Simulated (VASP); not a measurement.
Data:

```yaml
crystal:
  lattice:
    - [0.00000, 2.93488, 2.93488]
    - [2.93488, 0.00000, 2.93488]
    - [2.93488, 2.93488, 0.00000]
  atoms:
    - { symbol: Al, position: [0.25000, 0.25000, 0.25000] }
    - { symbol: Al, position: [0.75000, 0.75000, 0.75000] }
    - { symbol: Au, position: [0.00000, 0.00000, 0.00000] }
```

Computed with AM05 GGA, VASP's PBE PAW potentials (set 64) (plane waves; VASP). Numerical set-up: 520 eV cut-off, 9×9×9 Γ-centred mesh, first-order Methfessel-Paxton smearing of 0.10 eV, potentials Al Au.

Question: Give the stress tensor in GPa (positive for a compressed cell).

Answer: 
```
8.55  0.00  0.00
0.00  8.55  0.00
0.00  0.00  8.55
```
The pressure is its mean diagonal, 8.55 GPa.

The compound is AuAl2 in the fluorite structure. This cell is one point of a volume scan, at 0.94 of the reference volume. The electron count is odd and the run is not spin-polarised, which forces a metal.
